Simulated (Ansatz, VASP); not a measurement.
## One calculation of MoI, two programs

Contents of INCAR:

```
PREC = Accurate
ENCUT = 520
EDIFF = 1E-6
ISMEAR = -1
SIGMA = 0.05
LREAL = F
LASPH = T
NELM = 100
ALGO = Fast
ISIF = 2
LWAVE = F
LCHARG = F
LMAXMIX = 4
GGA = RP
```

KPOINTS

```
Automatic mesh
0
Gamma
  7 7 7
```

The input POSCAR:

```
MoI
1.0
    0.0000000000      3.1788513800      3.1788513800
    3.1788513800      0.0000000000      3.1788513800
    3.1788513800      3.1788513800      0.0000000000
Mo I
1 1
Direct
    0.0000000000      0.0000000000      0.0000000000
    0.7500000000      0.7500000000      0.7500000000
```

File KPOINTS_OPT:

```
path GXWKGLUWLK,UX
20
line-mode
reciprocal
 0.0000000000  0.0000000000  0.0000000000  G
 0.5000000000  0.0000000000  0.5000000000  X

 0.5000000000  0.0000000000  0.5000000000  X
 0.5000000000  0.2500000000  0.7500000000  W

 0.5000000000  0.2500000000  0.7500000000  W
 0.3750000000  0.3750000000  0.7500000000  K

 0.3750000000  0.3750000000  0.7500000000  K
 0.0000000000  0.0000000000  0.0000000000  G

 0.0000000000  0.0000000000  0.0000000000  G
 0.5000000000  0.5000000000  0.5000000000  L

 0.5000000000  0.5000000000  0.5000000000  L
 0.6250000000  0.2500000000  0.6250000000  U

 0.6250000000  0.2500000000  0.6250000000  U
 0.5000000000  0.2500000000  0.7500000000  W

 0.5000000000  0.2500000000  0.7500000000  W
 0.5000000000  0.5000000000  0.5000000000  L

 0.5000000000  0.5000000000  0.5000000000  L
 0.3750000000  0.3750000000  0.7500000000  K

 0.6250000000  0.2500000000  0.6250000000  U
 0.5000000000  0.0000000000  0.5000000000  X
```

File input.yaml:

```yaml
crystal:
  lattice:
    - [0.0, 3.17885138, 3.17885138]
    - [3.17885138, 0.0, 3.17885138]
    - [3.17885138, 3.17885138, 0.0]
  atoms:
    - { symbol: Mo, position: [0.0, 0.0, 0.0] }
    - { symbol: I, position: [0.75, 0.75, 0.75] }
hamiltonian:
  xc: rpbe
  pseudopotentials: { kind: paw }
kpoints:
  mp_grid: { grid: [7, 7, 7] }
  band_path:
    path:
      - [[0.0, 0.0, 0.0], [0.5, 0.0, 0.5], [0.5, 0.25, 0.75], [0.375, 0.375, 0.75], [0.0, 0.0, 0.0], [0.5, 0.5, 0.5], [0.625, 0.25, 0.625], [0.5, 0.25, 0.75], [0.5, 0.5, 0.5], [0.375, 0.375, 0.75]]
      - [[0.625, 0.25, 0.625], [0.5, 0.0, 0.5]]
    npoints: 14
scf:
  occupations: { method: fermi_dirac, width: 0.05 }
  n_extra_bands: 6
output:
  forces: true
  stress: true
  eigenvalues: true
  fatbands: true
```

The cell was built by a generator and needn't be a form met in nature.

Alike in both runs: task band structure; functional RPBE; k mesh 7 × 7 × 7; occupations fermi-dirac, width 0.05 eV; no spin polarisation.

```csv
,VASP,Ansatz
version,VASP 6.6.1,Ansatz 0.2.0
potentials or method,"VASP PAW PBE potentials, release 64 (Mo_sv, I)",Ansatz PAW
plane-wave cutoff (eV),520,420
valence electrons in the cell,21,31
```

VASP gave:

| Quantity | Value |
| --- | --- |
| gap on the k mesh at the Fermi level (eV) | none |
| pressure (GPa) | -5.9 |

**Question.** What did Ansatz give for the same quantities?

**Answer.** gap on the k mesh at the Fermi level (eV): none; pressure (GPa): -5.8.

A gap of «none» marks a metal or a gap that the smearing closes. The functional is the same, so the differences come from potentials, cutoffs and numerics. The two sets of potentials don't hold the same shells in valence.

Caveats: spin-orbit coupling is left out, which moves the levels of the heavy elements; an odd number of electrons without spin polarisation forces a metal; a magnetic or distorted state may lie lower; the PAW data sets were made with another functional, which shifts forces and pressure a little (VASP); the PAW data sets come from PBE, with cores solved anew for the run's functional, which leaves a small shift of forces and pressure (Ansatz).
